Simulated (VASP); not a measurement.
# Cs2AgBiBr6: what each functional gives, and what it costs, part 6 of 6

How far up the ladder of functionals must one climb to get the gap of Cs2AgBiBr6 right? The start is a cell from a database of measured crystal structures.

VASP 6.6.1, plane waves and PAW; the level of theory is named at each step.

So far, least gap on mesh and path (eV): step 2 (bands, level LDA, k 2×2×2) 1.06; step 7 (bands, level BLYP, k 2×2×2) 1.26; step 8 (bands, level LAK, k 2×2×2) 1.93; step 10 (bands, level HSE06, k 2×2×2) 2.16; step 11 (bands, level PBE + SOC) 1.11.

### Step 12. Bands with TB-mBJ + SOC

This step: TB-mBJ, spin-orbit coupling; plane waves and PAW (Cs_sv, Ag, Bi_d, Br) (VASP 6.6.1).

The input, INCAR:

```
SYSTEM = Cs2AgBiBr6
PREC = Accurate
ENCUT = 400
EDIFF = 1E-06
NELM = 150
ISMEAR = 0
SIGMA = 0.02
LREAL = .FALSE.
ALGO = Normal
METAGGA = MBJ
LASPH = .TRUE.
LNONCOLLINEAR = .TRUE.
MAGMOM = 0 0 0 0 0 0 0 0 0 0 0 0 0 0 0 0 0 0 0 0 0 0 0 0 0 0 0 0 0 0
NBANDS = 106
GGA_COMPAT = .FALSE.
LSORBIT = .TRUE.
LMAXMIX = 4
LORBIT = 11
LWAVE = .FALSE.
LCHARG = .FALSE.
KPAR = 2
NCORE = 4
```

The input, POSCAR:

```
Cs2AgBiBr6
1.0
    0.0000000000      5.6161000000      5.6161000000
    5.6161000000      0.0000000000      5.6161000000
    5.6161000000      5.6161000000      0.0000000000
Cs Ag Bi Br
2 1 1 6
Direct
    0.2500000000      0.2500000000      0.2500000000
    0.7500000000      0.7500000000      0.7500000000
    0.5000000000      0.5000000000      0.5000000000
    0.0000000000      0.0000000000      0.0000000000
    0.2505500000      0.7494500000      0.2505500000
    0.2505500000      0.7494500000      0.7494500000
    0.7494500000      0.2505500000      0.7494500000
    0.7494500000      0.2505500000      0.2505500000
    0.2505500000      0.2505500000      0.7494500000
    0.7494500000      0.7494500000      0.2505500000
```

The input, KPOINTS:

```
Automatic mesh
0
Gamma
3 3 3
0 0 0
```

The input, KPOINTS_OPT:

```
Line mode
12
Line-mode
Reciprocal
  0.00000000   0.00000000   0.00000000 GAMMA
  0.50000000   0.00000000   0.50000000 X

  0.50000000   0.00000000   0.50000000 X
  0.50000000   0.25000000   0.75000000 W

  0.50000000   0.25000000   0.75000000 W
  0.37500000   0.37500000   0.75000000 K

  0.37500000   0.37500000   0.75000000 K
  0.00000000   0.00000000   0.00000000 GAMMA

  0.00000000   0.00000000   0.00000000 GAMMA
  0.50000000   0.50000000   0.50000000 L

  0.50000000   0.50000000   0.50000000 L
  0.62500000   0.25000000   0.62500000 U

  0.62500000   0.25000000   0.62500000 U
  0.50000000   0.25000000   0.75000000 W

  0.50000000   0.25000000   0.75000000 W
  0.50000000   0.50000000   0.50000000 L

  0.50000000   0.50000000   0.50000000 L
  0.37500000   0.37500000   0.75000000 K

  0.62500000   0.25000000   0.62500000 U
  0.50000000   0.00000000   0.50000000 X
```

The projector-augmented-wave data sets are Cs_sv, Ag, Bi_d and Br (PBE family, release 64).

The run is started by

```console
mpirun -np 8 vasp_ncl
```

What it wrote:

```text
[banner, memory and clock lines left out]
running    8 mpi-ranks, on    1 nodes
[...]
[... a notice as in an earlier step ...]

 LDA part: xc-table for (None), standard interpolation
 POSCAR, INCAR and KPOINTS ok, starting setup
[...]
entering main loop
       N       E                     dE             d eps       ncg     rms          rms(c)
DAV:   1     0.367076694330E+04    0.36708E+04   -0.32121E+04   880   0.117E+03
DAV:   2     0.306582242939E+04   -0.60494E+03   -0.58317E+03  1026   0.276E+02
DAV:   3     0.299148099642E+04   -0.74341E+02   -0.73739E+02  1032   0.119E+02
DAV:   4     0.298897070230E+04   -0.25103E+01   -0.25018E+01  1000   0.271E+01
[...]
DAV:   8     0.298740467110E+04    0.48864E+00   -0.57798E-01   936   0.462E+00    0.252E+01
DAV:   9     0.299098579011E+04    0.35811E+01   -0.10159E+01   936   0.285E+01    0.240E+01
DAV:  10     0.299083655866E+04   -0.14923E+00   -0.25514E+00   960   0.619E+00    0.236E+01
[... 130 further cycles ...]
DAV: 141     0.294045586610E+04   -0.38175E+03   -0.34843E+03  1296   0.794E+02    0.464E+02
DAV: 142     0.322698629375E+04    0.28653E+03   -0.17774E+03  1452   0.666E+02    0.249E+02
DAV: 143     0.316171570078E+04   -0.65271E+02   -0.68108E+02  1664   0.274E+02    0.300E+02
DAV: 144     0.310650576679E+04   -0.55210E+02   -0.62263E+02  1472   0.516E+02    0.253E+02
[...]
DAV: 148     0.305681692061E+04   -0.46003E+01   -0.42698E+01  1560   0.735E+01    0.330E+02
DAV: 149     0.304908910771E+04   -0.77278E+01   -0.17636E+02  1144   0.108E+02    0.319E+02
DAV: 150     0.305183092241E+04    0.27418E+01   -0.82275E+01  1224   0.517E+01
 [... a notice as in an earlier step ...]

   1 F= 0.30518309E+04 E0= 0.30518309E+04  d E =-.650701E-25  mag=    -0.0000     0.0000     0.0000
 Start KPOINTS_OPT (optional k-point list driver)
k-point batch [1-4\120]
       N       E                     dE             ncg
DAV:   1     0.295431475054E+04    0.25919E+04      984
DAV:   2    -0.454198134675E+03   -0.34085E+04     1360
DAV:   3    -0.991686748924E+03   -0.53749E+03     1360
DAV:   4    -0.102394629960E+04   -0.32260E+02     1336
[...]
DAV:  20    -0.102693171270E+04   -0.45810E-05      976
DAV:  21    -0.102693171466E+04   -0.19656E-05      944
DAV:  22    -0.102693171551E+04   -0.84687E-06      880
[...]
k-point batch [117-120\120]
       N       E                     dE             ncg
DAV:   1     0.290239895193E+04   -0.24329E+04     1008
DAV:   2    -0.480016029778E+03   -0.33824E+04     1354
DAV:   3    -0.996647597830E+03   -0.51663E+03     1352
DAV:   4    -0.102748916986E+04   -0.30842E+02     1336
[...]
DAV:  24    -0.103035543172E+04   -0.93771E-05      832
DAV:  25    -0.103035543521E+04   -0.34846E-05      744
DAV:  26    -0.103035543618E+04   -0.97767E-06      720
```

Elapsed: 50 min, on 8 MPI ranks of Intel Xeon 6975P-C (Granite Rapids), shared host; peak memory 4 GiB.

From OUTCAR (step 12):

```text
 k-point     1 :       0.0000    0.0000    0.0000
  band No.  band energies     occupation
    ...
     82       6.7754      1.00000
     83       6.9717      1.00000
     84       7.0030      1.00000
     85       7.0032      1.00000
     86       7.0299      1.00000
     87      10.7079      0.00000
     88      10.7313      0.00000
     89      10.9290      0.00000
     90      11.0596      0.00000
     91      12.7993      0.00000
    ...

  Total      113.5988523    113.5988523    113.5988523     -0.0000000     -0.0000000      0.0000000
  in kB      513.7478692    513.7478692    513.7478692     -0.0000000     -0.0000000      0.0000000
  external PRESSURE =     513.7478692 kB  Pullay stress =       0.0000000 kB

 POSITION                                       TOTAL-FORCE (eV/Angst)
 -----------------------------------------------------------------------------------
      2.80805      2.80805      2.80805         0.000000     -0.000000     -0.000000
      8.42415      8.42415      8.42415         0.000000      0.000000     -0.000000
      5.61610      5.61610      5.61610         0.000000     -0.000000     -0.000000
      0.00000      0.00000      0.00000         0.000000     -0.000000     -0.000000
      5.61610      2.81423      5.61610         0.000000    -14.654607     -0.000000
      8.41797      5.61610      5.61610        14.654607     -0.000000     -0.000000
      5.61610      8.41797      5.61610         0.000000     14.654607     -0.000000
      2.81423      5.61610      5.61610       -14.654607     -0.000000     -0.000000
      5.61610      5.61610      2.81423         0.000000     -0.000000    -14.654607
      5.61610      5.61610      8.41797         0.000000     -0.000000     14.654607
 -----------------------------------------------------------------------------------
    total drift:                                0.000000     -0.000000     -0.000000

  FREE ENERGIE OF THE ION-ELECTRON SYSTEM (eV)
  ---------------------------------------------------
  free  energy   TOTEN  =      3051.8309224116 eV

  energy  without entropy=     3051.8309224116  energy(sigma->0) =     3051.83092241

 Spin-Orbit-Coupling matrix elements
 Ion:    1  E_soc:     -0.2620270
 Ion:    2  E_soc:     -0.2620270
 Ion:    3  E_soc:     -0.0326117
 Ion:    4  E_soc:     -0.7404546
 Ion:    5  E_soc:     -0.0392352
 Ion:    6  E_soc:     -0.0392352
 Ion:    7  E_soc:     -0.0392352
 Ion:    8  E_soc:     -0.0392352
 Ion:    9  E_soc:     -0.0392352
 Ion:   10  E_soc:     -0.0392352

 magnetization (x)
# of ion       s       p       d       tot
------------------------------------------
    1        0.000   0.000   0.000   0.000
    2       -0.000   0.000   0.000  -0.000
    3        0.000  -0.000   0.000   0.000
    4        0.000  -0.000   0.000  -0.000
    5        0.000  -0.000   0.000  -0.000
    6        0.000   0.000   0.000   0.000
    7       -0.000  -0.000   0.000  -0.000
    8        0.000   0.000   0.000   0.000
    9       -0.000  -0.000  -0.000  -0.000
   10       -0.000  -0.000  -0.000  -0.000
--------------------------------------------------
tot         -0.000  -0.000   0.000  -0.000

 magnetization (y)
# of ion       s       p       d       tot
------------------------------------------
    1        0.000   0.000   0.000   0.000
    2       -0.000   0.000   0.000  -0.000
    3        0.000  -0.000   0.000   0.000
    4        0.000  -0.000   0.000  -0.000
    5        0.000   0.000   0.000   0.000
    6        0.000   0.000  -0.000   0.000
    7        0.000   0.000  -0.000   0.000
    8       -0.000   0.000   0.000  -0.000
    9        0.000   0.000   0.000   0.000
   10        0.000   0.000   0.000   0.000
--------------------------------------------------
tot          0.000   0.000   0.000   0.000

 magnetization (z)
# of ion       s       p       d       tot
------------------------------------------
    1        0.000   0.000   0.000   0.000
    2        0.000  -0.000   0.000   0.000
    3       -0.000  -0.000   0.000  -0.000
    4        0.000   0.000   0.000   0.000
    5       -0.000  -0.000  -0.000  -0.000
    6        0.000  -0.000   0.000  -0.000
    7       -0.000  -0.000  -0.000  -0.000
    8       -0.000   0.000   0.000  -0.000
    9       -0.000   0.000   0.000   0.000
   10        0.000   0.000   0.000   0.000
--------------------------------------------------
tot         -0.000  -0.000   0.000  -0.000

[... 7 parts as in an earlier step ...]

[... 10 further parts left out ...]
[key lines of the parts left out:]
E-fermi :   7.3293
```

The electronic loop ended without reaching EDIFF, so its numbers are not used.

### Step 13. The ladder as a table

This step: ladder of functionals on one cell; plane waves and PAW (VASP 6.6.1).

This step runs nothing: it gathers the runs above.

A gap of 0 means none; cost is the wall time of each run, as given at its step, times its ranks, without the set-up around it. Results by level, by row:

```csv
level,gap (eV),least direct gap (eV),pressure (GPa),cost (core minutes)
LDA,1.063,2.171,-1.14,20.4
PBEsol,1.137,2.237,0.2,18.9
PBE,1.237,2.322,2.06,14.1
r2SCAN,1.629,2.711,1.17,43.3
BLYP,1.264,2.337,3.95,14.7
LAK,1.933,2.983,2.22,46.3
HSE06,2.16,3.276,-,152
PBE + SOC,1.106,1.913,1.86,106
```

### Step 14. Results

- gap, LDA: 1.06 eV
- gap, PBEsol: 1.14 eV
- gap, PBE: 1.24 eV
- gap, r2SCAN: 1.63 eV
- gap, BLYP: 1.26 eV
- gap, LAK: 1.93 eV
- gap, HSE06: 2.16 eV
- gap, PBE + SOC: 1.11 eV

For Cs2AgBiBr6, without spin-orbit coupling, the functional decides between a gap of 1.06 eV (LDA) and 2.16 eV (HSE06), while across these levels the cost spans a factor of 11. No level that was run with spin-orbit coupling brings the gap within 0.15 eV of experiment (a bound picked here). HSE06 moves the gap by +0.92 eV from PBE, at about 11 times the core time, though on fewer points of the path. Spin-orbit coupling changes the PBE gap by -0.13 eV (the two runs use different meshes). Adding the spin-orbit shift of PBE (-0.13 eV) to levels run without it gives estimates of 2.03 eV for HSE06; the shift need not carry over unchanged. All levels use one geometry, and one mesh but for spin-orbit runs, kept coarse to afford the hybrids, so no gap here is fully converged. Costs come from a shared host, and the hybrids use PRECFOCK = Fast. Not obtained: TB-mBJ, because the run did not converge. Not obtained: TB-mBJ + SOC, because the run did not converge. These are single-particle gaps of a static lattice, without excitons or temperature. For 6p states the spin-orbit term of the PAW spheres is itself uncertain by a tenth of an eV or more, so small misses against experiment say little.

Comparison with the measured values:

| quantity | measured | PBE + spin-orbit | HSE06 plus the spin-orbit shift of PBE |
| --- | --- | --- | --- |
| band gap (least gap) (eV) | 2.1 | 1.11 (-0.99 eV) | 2.03 (-0.07 eV) |

Measured values from arxiv:2006.15818 (2020).

Verdict: For the band gap, of the levels listed nearest comes HSE06 plus the spin-orbit shift of PBE (-0.07 eV, good agreement) and farthest PBE + spin-orbit (-0.99 eV, a clear miss). An optical gap can lie under the band gap by the exciton's binding. Zero-point and thermal motion shift the measured gap. No cell relaxation is part of this session.

[Lines on the potential files, build, host, timing and source positions are cut from VASP's logs without a mark.]

[Logs are printed without paths, hosts, clocks, repeated set-up lines and the standing remarks that a program may print on its own settings, such as how far it seeks lower states.]

[Hosts, paths, dates, database ids (printed as entryN), source tags and the programs' standing remarks are cut or masked in the printed files.]

[A measured line is paired with the nearest computed mode of its activity, which favours agreement.]
